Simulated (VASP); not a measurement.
Input:

```
Na
1.0
   -2.17260     2.17260     2.17260
    2.17260    -2.17260     2.17260
    2.17260     2.17260    -2.17260
Na
1
Direct
  0.00000   0.00000   0.00000
```

These are PBE GGA, VASP's PBE PAW potentials (set 64) (plane waves; VASP) values and carry that method's errors. Numerical set-up: 150 eV cut-off, 11×11×11 Γ-centred mesh, first-order Methfessel-Paxton smearing of 0.10 eV, potentials Na_pv.

At this cut-off the stress carries a Pulay error, which pulls relaxed volumes low.

Task: Give the stress tensor in GPa (positive for a compressed cell).

Result: 
```
-133.12     0.00     0.00
   0.00  -133.12     0.00
   0.00     0.00  -133.12
```
The pressure is its mean diagonal, -133.12 GPa.

The compound is Na in the bcc structure. The cell was not relaxed at this level. The run is one of a series of settings (ENCUT = 150 against the base run), some of them coarse on purpose.
